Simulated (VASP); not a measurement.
Level of theory: r2SCAN meta-GGA, VASP's PBE PAW potentials (set 64) (plane waves; VASP).

The input files of a VASP run:

### KPOINTS
```
kpoints
0
Gamma
  12 12 1
```

INCAR:
```
ALGO = Normal
EDIFF = 1E-6
ENCUT = 400
ISMEAR = 0
LASPH = .True.
LCHARG = .False.
LMAXMIX = 6
LMIXTAU = .True.
LORBIT = 11
LREAL = .False.
LVHAR = .True.
LWAVE = .False.
METAGGA = R2SCAN
NELM = 100
NELMIN = 4
PREC = Normal
SIGMA = 0.05
SYSTEM = WSe2 bilayer
```

POSCAR:
```
WSe2 bilayer
54.4271960
  0.0609434488   0.0000000000   0.0000000000
 -0.0304717244   0.0527785700   0.0000000000
  0.0000000000   0.0000000000   0.5000000014
W Se
2 4
Cartesian
  0.0304717549   0.0175928391   0.1871579906
 -0.0000000305   0.0351857309   0.3128420108
 -0.0000000305   0.0351857309   0.2177234558
 -0.0000000305   0.0351857309   0.1566243390
  0.0304717549   0.0175928391   0.3433756624
  0.0304717549   0.0175928391   0.2822765456
```

POTCAR, in this order: W_sv Se (PBE.64 set). Program: vasp_std. Read from the step before: WAVECAR.

The run wrote:

OSZICAR:
```
       N       E                     dE             d eps       ncg     rms          rms(c)
DAV:   1    -0.163545828414E+03   -0.16355E+03   -0.24278E-05  1086   0.275E-02    0.157E-03
DAV:   2    -0.163545829551E+03   -0.11371E-05   -0.92403E-07   787   0.777E-03    0.543E-04
DAV:   3    -0.163545828571E+03    0.97955E-06   -0.26880E-07   736   0.394E-03    0.397E-04
DAV:   4    -0.163545828914E+03   -0.34263E-06   -0.25071E-07   743   0.433E-03
   1 F= -.16354583E+03 E0= -.16354583E+03  d E =-.129686E-15
```

OUTCAR:
```
------------------------ aborting loop because EDIFF is reached ----------------------------------------
  FORCE on cell =-STRESS in cart. coord.  units (eV):
  Direction    XX          YY          ZZ          XY          YZ          ZX
  --------------------------------------------------------------------------------------
  Total       -0.0273517     -0.0273517     -0.0235671      0.0000000      0.0000000      0.0000000
  in kB       -0.1690020     -0.1690019     -0.1456179      0.0000000      0.0000000      0.0000000
  external PRESSURE =      -0.1612073 kB  Pullay stress =       0.0000000 kB
  volume of cell :      259.30
      direct lattice vectors                 reciprocal lattice vectors
     3.316981035  0.000000000  0.000000000     0.301478962  0.174058976  0.000000000
    -1.658490517  2.872589573  0.000000000     0.000000000  0.348117952  0.000000000
     0.000000000  0.000000000 27.213598077     0.000000000  0.000000000  0.036746335
 POSITION                                       TOTAL-FORCE (eV/Angst)
 -----------------------------------------------------------------------------------
      1.65849      0.95753     10.18648         0.000000     -0.000000      0.006510
     -0.00000      1.91506     17.02711         0.000000      0.000000     -0.006510
     -0.00000      1.91506     11.85008        -0.000000      0.000000     -0.002761
     -0.00000      1.91506      8.52462        -0.000000      0.000000     -0.004985
      1.65849      0.95753     18.68897         0.000000      0.000000      0.004985
      1.65849      0.95753     15.36352        -0.000000     -0.000000      0.002761
 -----------------------------------------------------------------------------------
    total drift:                                0.000000      0.000000      0.000000
  FREE ENERGIE OF THE ION-ELECTRON SYSTEM (eV)
  ---------------------------------------------------
  free  energy   TOTEN  =      -163.5458289136 eV

  energy  without entropy=     -163.5458289136  energy(sigma->0) =     -163.54582891

 total charge

# of ion       s       p       d       tot
------------------------------------------
    1        2.301   6.278   3.344  11.923
    2        2.301   6.278   3.344  11.923
    3        1.473   2.398   0.069   3.940
    4        1.471   2.401   0.069   3.941
    5        1.471   2.401   0.069   3.941
    6        1.473   2.398   0.069   3.940
--------------------------------------------------
tot         10.490  22.156   6.963  39.609
```
(Selected blocks of OUTCAR.)

OUTCAR:
```
 val. band max:       -0.0773812456   @ k =   0.0000   0.0000   0.0000

 cond. band min:       1.5061169398   @ k =   0.3333   0.3333   0.0000


 Fermi energy:         0.1874313482

 k-point     1 :       0.0000    0.0000    0.0000
  band No.  band energies     occupation
      1     -76.1421      2.00000
      2     -76.1421      2.00000
      3     -39.7169      2.00000
      4     -39.7169      2.00000
      5     -39.6162      2.00000
      6     -39.6162      2.00000
      7     -39.6162      2.00000
      8     -39.6162      2.00000
      9     -15.5464      2.00000
     10     -15.4869      2.00000
     11     -14.2099      2.00000
     12     -14.1060      2.00000
     13      -6.7256      2.00000
     14      -6.3776      2.00000
     15      -2.7839      2.00000
     16      -2.6812      2.00000
     17      -2.6812      2.00000
     18      -2.6771      2.00000
     19      -2.6771      2.00000
     20      -1.9301      2.00000
     21      -1.5197      2.00000
     22      -1.5196      2.00000
     23      -1.5072      2.00000
     24      -1.5071      2.00000
     25      -0.5373      2.00000
     26      -0.0774      2.00000
     27       2.9349      0.00000
     28       2.9349      0.00000
     29       2.9491      0.00000
     30       2.9491      0.00000
     31       3.1001      0.00000

 k-point     2 :       0.0833    0.0000    0.0000
  band No.  band energies     occupation
      1     -76.1414      2.00000
      2     -76.1414      2.00000
      3     -39.7139      2.00000
      4     -39.7139      2.00000
      5     -39.6318      2.00000
      6     -39.6318      2.00000
      7     -39.6199      2.00000
      8     -39.6198      2.00000
      9     -15.4401      2.00000
     10     -15.3808      2.00000
     11     -14.1570      2.00000
     12     -14.0558      2.00000
     13      -6.5913      2.00000
     14      -6.2435      2.00000
     15      -2.9953      2.00000
     16      -2.9888      2.00000
     17      -2.9652      2.00000
...
```

Unless said otherwise, spin-orbit coupling is left out, though it shifts the bands of the heavy elements here.

The cell is a sheet with vacuum, built from WSe2 (2H layered).
